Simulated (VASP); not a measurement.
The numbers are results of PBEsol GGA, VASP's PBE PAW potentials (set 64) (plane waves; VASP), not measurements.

Input for VASP

### KPOINTS
```
Regular mesh
0
gamma
  9 9 9
```

### INCAR
```
ALGO = Normal
CSHIFT = 0.1
EDIFF = 1E-7
ENCUT = 400
GGA = PS
ISMEAR = 0
LASPH = .TRUE.
LCHARG = .FALSE.
LMAXMIX = 4
LOPTICS = .TRUE.
LREAL = .FALSE.
LWAVE = .FALSE.
NBANDS = 48
NEDOS = 1001
NELM = 100
PREC = Accurate
SIGMA = 0.01
SYSTEM = SrCl2
```

### POSCAR
```
SrCl2
6.9154720
  0.0000000000   0.5000000176   0.5000000176
  0.5000000176   0.0000000000   0.5000000176
  0.5000000176   0.5000000176   0.0000000000
Sr Cl
1 2
Cartesian
  0.0000000000   0.0000000000   0.0000000000
  0.2500000088   0.2500000088   0.2500000088
  0.7500000265   0.7500000265   0.7500000265
```

POTCAR, in this order: Sr_sv Cl (PBE.64 set). Program: vasp_std.

Q: What will the output report for the number of irreducible k-points (NKPTS), largest plane-wave count, number of space-group operations, FFT grid (NGX, NGY, NGZ)?

A: 
```json
{
  "number of irreducible k-points (NKPTS)": "35",
  "largest_plane_wave_count": "1516",
  "number_of_space_group_operations": "48",
  "FFT grid (NGX, NGY, NGZ)": "32 × 32 × 32"
}
```

The compound is SrCl2 in the fluorite structure. It was relaxed first.
